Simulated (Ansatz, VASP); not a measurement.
Y2Be: VASP beside Ansatz

```
Y Be
1.0
     0.00000    4.32809    4.32809
     4.32809    0.00000    4.32809
     4.32809    4.32809    0.00000
Y Be
4 2
Direct
  0.12500 0.12500 0.12500
  0.62500 0.12500 0.12500
  0.12500 0.12500 0.62500
  0.12500 0.62500 0.12500
  0.50000 0.50000 0.50000
  0.75000 0.75000 0.75000
```

Alike in both runs: functional PBE; k mesh 8 × 8 × 8; occupations gaussian, width 0.1 eV; no spin polarisation.

Ansatz relaxed the structure, and its values are those at the end. VASP's run is a single point on that final structure, the one shown.

|  | VASP | Ansatz |
| --- | --- | --- |
| version | VASP 6.6.1 | Ansatz 0.2.0 |
| potentials or method | VASP PAW PBE potentials, release 64 (Y_sv, Be) | scalar-relativistic, plane waves, PAW |
| plane-wave cutoff (eV) | 520 | 420 |
| valence electrons in the cell | 48 | 48 |

Ansatz gave:

| Property | Result |
| --- | --- |
| gap on the k mesh at the Fermi level (eV) | none |
| pressure (GPa) | 0.0 |

What did VASP give for the same quantities?

gap on the k mesh at the Fermi level (eV): none; pressure (GPa): -0.1.

A gap of «none» marks a metal or a gap that the smearing closes. With one functional, cell and mesh, what is left measures potentials, basis and numerics.
